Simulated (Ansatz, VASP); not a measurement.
# Si54N71 (V_N1): VASP beside Ansatz, part 3 of 3

Aim: how closely do two programs agree when they are given the same cell, functional and k mesh? Of the first pair: The structure shown is the start of the Ansatz relaxation below; VASP solves that cell, so the two are compared at the walk's first step.

VASP 6.6.1 and Ansatz 0.2.0.

So far. Step 3 (VASP: single point, PBEsol, start cell, pair 1): The run ends at a pressure of 11.97 GPa, with forces up to 5.1 eV/Å. Step 6 (VASP: single point, PBEsol, relaxed cell, pair 2): The run ends at a pressure of 10.05 GPa, with forces up to 0.033 eV/Å.

### 8. VASP: single point, PBEsol, pair 3

Level of this step: PBEsol; plane waves and PAW (Si, N) (VASP).

A single point gives forces, pressure and levels at one fixed geometry, so differences don't come from the geometry; what else differs is listed under the comparison.

INCAR

```
SYSTEM = Si54N71
PREC = Accurate
ENCUT = 520
EDIFF = 1E-06
NELM = 120
ISMEAR = -1
SIGMA = 0.01
LREAL = Auto
ALGO = Normal
GGA = PS
NELECT = 568
NBANDS = 384
LORBIT = 11
LWAVE = .FALSE.
LCHARG = .FALSE.
ISIF = 2
ISYM = 0
LASPH = .TRUE.
GGA_COMPAT = .FALSE.
KPAR = 4
```

POSCAR

```
Si54N71
1.0
   11.2651355940      6.5039290676      0.0000000000
  -11.2651355940      6.5039290676      0.0000000000
    0.0000000000      0.0000000000      8.5998058177
Si N
54 71
Direct
    0.0205115904      0.8078304113      0.2505731693
    0.3553357957      0.4746936786      0.2500598268
[... 9 atom lines left out ...]
    0.8564752228      0.5456271538      0.2503152270
[... 1 atom line left out ...]
    0.4532716755      0.3129697387      0.2492658668
[... 2 atom lines left out ...]
    0.6444750783      0.5279406471      0.0832580239
[... 2 atom lines left out ...]
    0.3550123659      0.4775759373      0.5835187846
    0.6895969922      0.1415126979      0.5830211297
[... 1 atom line left out ...]
    0.5464924651      0.6893593338      0.4170136770
    0.8810360146      0.3549288131      0.4163004156
[... 1 atom line left out ...]
    0.4765943966      0.1210151794      0.4170768103
    0.8069894957      0.7854153067      0.4177333591
    0.1962532142      0.2171610013      0.5834518905
[... 1 atom line left out ...]
    0.8593554416      0.5464208367      0.5830683243
[... 1 atom line left out ...]
    0.4569951275      0.3159351688      0.5832542076
[... 2 atom lines left out ...]
    0.6423412382      0.5245677916      0.4196834778
[... 2 atom lines left out ...]
    0.3554063688      0.4748130668      0.9170145414
[... 2 atom lines left out ...]
    0.5466733115      0.6894305729      0.7498368404
    0.8811391541      0.3549632469      0.7496836159
[... 1 atom line left out ...]
    0.4765821586      0.1210276647      0.7494059679
    0.8069068829      0.7853584736      0.7494957006
[... 2 atom lines left out ...]
    0.8565948273      0.5457473412      0.9159128309
[... 1 atom line left out ...]
    0.4532850780      0.3130177752      0.9174043035
[... 2 atom lines left out ...]
    0.6425088731      0.5248351153      0.7468908793
[... 2 atom lines left out ...]
    0.3338743507      0.3337308393      0.2506584785
[... 3 atom lines left out ...]
    0.6661757896      0.6681051635      0.0834995906
[... 7 atom lines left out ...]
    0.4571693193      0.2421826447      0.0832992312
[... 6 atom lines left out ...]
    0.7832358278      0.5427497798      0.0831328485
[... 1 atom line left out ...]
    0.5735552014      0.4536098693      0.2508407763
[... 1 atom line left out ...]
    0.9994762268      0.6668710144      0.5834235960
    0.3395229172      0.3386422330      0.5833818923
[... 3 atom lines left out ...]
    0.6648404790      0.6651295287      0.4206557765
    0.2148494812      0.4568471124      0.5837609912
    0.5492523215      0.1227571162      0.5832346966
    0.8803438461      0.7875343480      0.5836238474
[... 1 atom line left out ...]
    0.4269833556      0.5478851379      0.4169945141
[... 2 atom lines left out ...]
    0.4648374108      0.2482094092      0.4184893763
[... 1 atom line left out ...]
    0.2139267850      0.0951130526      0.5832917103
    0.5427662772      0.7592785389      0.5834352341
    0.8790090345      0.4257738152      0.5829924027
[... 2 atom lines left out ...]
    0.7803496706      0.5385511633      0.4195214232
[... 3 atom lines left out ...]
    0.3339090613      0.3338314287      0.9162762676
[... 3 atom lines left out ...]
    0.6649181147      0.6652812640      0.7458531326
[... 4 atom lines left out ...]
    0.4271061819      0.5479618133      0.7499864426
[... 2 atom lines left out ...]
    0.4647625176      0.2482172212      0.7481432024
[... 6 atom lines left out ...]
    0.7804444611      0.5386304179      0.7467248508
[... 1 atom line left out ...]
    0.5736016374      0.4536499134      0.9156497574
    0.9094095210      0.1190802393      0.9163847934
```

KPOINTS

```
Points of the shifted mesh
8
Reciprocal
 0.2500000000  0.2500000000  0.2500000000 1
 0.2500000000  0.2500000000  0.7500000000 1
 0.2500000000  0.7500000000  0.2500000000 1
 0.2500000000  0.7500000000  0.7500000000 1
 0.7500000000  0.2500000000  0.2500000000 1
 0.7500000000  0.2500000000  0.7500000000 1
 0.7500000000  0.7500000000  0.2500000000 1
 0.7500000000  0.7500000000  0.7500000000 1
```

PAW data sets: Si and N (PBE family, release 64).

Launch:

```sh
$ mpirun -np 16 vasp_std
```

Numbers of over 12 decimals in the logs are rounded to 6 here.

Log:

```text
[banner, memory and clock lines left out]
running   16 mpi-ranks, on    1 nodes
[...]
|                                                                             |
|           W    W    AA    RRRRR   N    N  II  N    N   GGGG   !!!           |
|           W    W   A  A   R    R  NN   N  II  NN   N  G    G  !!!           |
|           W    W  A    A  R    R  N N  N  II  N N  N  G       !!!           |
|           W WW W  AAAAAA  RRRRR   N  N N  II  N  N N  G  GGG   !            |
|           WW  WW  A    A  R   R   N   NN  II  N   NN  G    G                |
|           W    W  A    A  R    R  N    N  II  N    N   GGGG   !!!           |
|                                                                             |
|     For optimal performance we recommend to set                             |
|       NCORE = 2 up to number-of-cores-per-socket                            |
|     NCORE specifies how many cores store one orbital (NPAR=cpu/NCORE).      |
|     This setting can greatly improve the performance of VASP for DFT.       |
[...]
DAV:   5    -0.123533308996E+04   -0.13304E+00   -0.13280E+00  7576   0.184E+00BRMIX: very serious problems
 the old and the new charge density differ
 old charge density:   571.00000 new  568.00000
BRMIX: very serious problems
 the old and the new charge density differ
 old charge density:   571.00000 new  568.00000
BRMIX: very serious problems
 the old and the new charge density differ
 old charge density:   571.00000 new  568.00000
BRMIX: very serious problems
 the old and the new charge density differ
 old charge density:   571.00000 new  568.00000
    0.902E+01
DAV:   6    -0.109354921747E+04    0.14178E+03   -0.55682E+02  7176   0.310E+01    0.416E+01
DAV:   7    -0.109119161863E+04    0.23576E+01   -0.28602E+01  7416   0.765E+00    0.194E+01
DAV:   8    -0.109016672153E+04    0.10249E+01   -0.18809E+00  7600   0.283E+00    0.688E+00
DAV:   9    -0.109005970452E+04    0.10702E+00   -0.47737E-01  7432   0.137E+00    0.138E+00
[...]
DAV:  18    -0.109007041974E+04   -0.25187E-05   -0.24459E-06  5248   0.285E-03    0.312E-03
DAV:  19    -0.109007042115E+04   -0.14115E-05   -0.14555E-06  5416   0.190E-03    0.148E-03
DAV:  20    -0.109007042139E+04   -0.24229E-06   -0.36628E-07  4776   0.934E-04
   1 F= -.10900704E+04 E0= -.10900652E+04  d E =-.104053E-01
```

OUTCAR, selected parts (step 8):

```text
  FREE ENERGIE OF THE ION-ELECTRON SYSTEM (eV)
  ---------------------------------------------------
  free  energy   TOTEN  =     -1090.0704213946 eV

  energy  without entropy=    -1090.0600161290  energy(sigma->0) =    -1090.06521876
```

The run ends at a pressure of 7.28 GPa, with forces up to 0.18 eV/Å.

### 9. Ansatz: single point, PBEsol, pair 3

The same cell, functional, mesh and smearing now go to Ansatz.

The cell is taken from a series of runs on this material, whose earlier steps may have relaxed, scaled, displaced or heated it; both programs get it as it stands.

input.yaml

```yaml
crystal:
  checkpoint: "../qp3.relax_smeared.run"
  host: checkpoint
total_charge: 3
basis:
  ecutwfc: 420
  xc_grid: 2
hamiltonian:
  xc: pbesol
  pseudopotentials: { kind: paw, azcp: { folder: soft_1 }, xc_functional: pbe }
kpoints:
  mp_grid: { grid: [2, 2, 2], shift: [0.5, 0.5, 0.5] }
scf:
  occupations: { method: fermi_dirac, width: 0.01 }
  max_iter: 60
output:
  forces: true
  eigenvalues: true
  charged_corrections:
    epsilon: [4.29, 4.29, 4.37]
    static_epsilon: [8.29, 8.29, 8.25]
    defect_position: [0.576408, 0.453208, 0.583333]
  eigenstates: { localisation: true }
  populations: true
  band_densities: [{ bands: [v1, v1] }, { bands: [c1, c1] }]
  write_density: true
  write_potential: true
  volumetric_format: npy
checkpoint:
  read: "../qp3.relax_smeared.run"
  write: "../qp3.point.run"
  compress: false
  write_wavefunctions: false
  write_every: 100000
```

Launch:

```sh
$ ansatz run input.yaml --threads 4 --pin off --max-ram 15073MiB --backend cpu --events-out ev --progress --plain --runs-dir out
```

Log:

```text
crystal.checkpoint: the structure is that of <dir>, a `relax` run, at its step 7: its result, under pbesol at a charge of 3 e; 125 atoms read, 0 with a starting moment; crystal.structure_sha256 for this input is
[...]
Crystal: 125 atoms, lattice volume = 1260.175 Å³
Basis set: ecut = 420 eV, 24581 PW (Γ), exchange–correlation on 180×180×120 points (8 copies of the dense FFT grid, shifted against one another)
[...]
6     Si      2.6107
     7     Si      2.6100
[...]
121      N      5.8745
   122      N      5.8906
   123      N      5.8782
   124      N      5.8904
  spilling = 0.014091 (of n_electrons = 568.000000)
--- Band densities, each state counted as filled ---
  window                                       electrons  max residual (eV)  cut levels
  bands: [v1, v1]                               2.000000             7.2e-9           0
  bands: [c1, c1]                               2.000000             1.5e-5           0
[key lines of the parts left out:]
SCF converged after 11 iterations
Free energy (F): -60605.855410 eV
Fermi energy:    8.357564 eV
```

### 10. Side by side

Forces on 10 of the 125 atoms, those with the largest forces and the largest differences (eV/Å; atoms numbered as in POSCAR):

```csv
atom,"Ansatz x, y, z","VASP x, y, z"
Si3,"0.073, -0.123, -0.024","0.069, -0.122, -0.025"
Si21,"0.115, -0.138, 0.019","0.112, -0.143, 0.020"
Si24,"0.137, 0.100, -0.022","0.135, 0.098, -0.024"
Si33,"-0.123, -0.079, 0.013","-0.124, -0.077, 0.013"
Si34,"-0.114, 0.129, -0.014","-0.114, 0.131, -0.013"
Si36,"-0.090, 0.131, -0.004","-0.088, 0.133, -0.004"
Si52,"-0.075, 0.133, 0.016","-0.078, 0.133, 0.017"
N84,"-0.017, -0.013, -0.001","-0.033, -0.004, 0.005"
N92,"-0.012, 0.030, -0.017","0.002, 0.029, -0.034"
N115,"-0.005, 0.033, 0.002","0.009, 0.031, 0.018"
```

The forces differ by 4.2 meV/Å r.m.s., which is 9.6 % of the r.m.s. force of 0.044 eV/Å (both taken over all components). The cell carries a charge of +3 e against a uniform background, so its pressure also hangs on how the neutralising background is counted, and in a defect's cell a gap may be the spacing between its levels.

### 11. What came out

```json
{
  "r.m.s. force difference (single point, PBEsol, start cell, pair 1)": "0.82 % of the r.m.s. force",
  "difference in gap on the k mesh (single point, PBEsol, relaxed cell, pair 2)": "0.025 eV",
  "r.m.s. force difference (single point, PBEsol, pair 3)": "4.2 meV/Å"
}
```

What this shows: The r.m.s. force difference is 4.2 meV/Å (single point, PBEsol, pair 3), within the 12 meV/Å picked in this series as the mark of a large difference. How closely two codes agree says nothing of how well the functional describes the real material.

[Lines on the potential files, build, host, timing and source positions are cut from VASP's logs without a mark.]

[Logs are printed without paths, hosts, clocks, repeated set-up lines and the standing remarks that a program may print on its own settings, such as how far it seeks lower states.]

[Hosts, paths, dates, database ids (printed as entryN), source tags and the programs' standing remarks are cut or masked in the printed files.]
